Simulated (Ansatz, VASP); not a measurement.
**Ti2NbB3 in VASP and in Ansatz**

```
Ti Nb B
1.0
     2.99874    0.00000    0.00000
     0.00000    2.99874    0.00000
     0.00000    0.00000    7.37850
Ti Nb B
2 1 3
Direct
  0.50000 0.50000 0.33702
  0.50000 0.50000 0.66298
  0.50000 0.50000 0.00000
  0.00000 0.00000 0.80440
  0.00000 0.00000 0.19560
  0.00000 0.00000 0.50000
```

Change from the starting cell: species swapped into the Li3Tl2Cd type (P4/mmm, No. 123).

Alike in both runs: functional PBE; k mesh 6 × 6 × 4; occupations gaussian, width 0.1 eV; no spin polarisation.

Ansatz relaxed the structure, and its values are those at the end. VASP's run is a single point on that final structure, the one shown.

|  | VASP | Ansatz |
| --- | --- | --- |
| version | VASP 6.6.1 | Ansatz 0.2.0 |
| potentials or method | VASP PAW PBE potentials, release 64 (Ti_sv, Nb_sv, B) | scalar-relativistic, plane waves, PAW |
| plane-wave cutoff (eV) | 520 | 420 |
| valence electrons in the cell | 46 | 46 |

Ansatz gave:

* gap on the k mesh at the Fermi level (eV): none
* pressure (GPa): 0.1
* rms of the force components (eV/Å): 0.011

**Question.** Which values does VASP return?

**Answer.** gap on the k mesh at the Fermi level (eV): none; pressure (GPa): 0.0; rms of the force components (eV/Å): 0.014.

A gap of «none» marks a metal or a gap that the smearing closes. With one functional, cell and mesh, what is left measures potentials, basis and numerics.
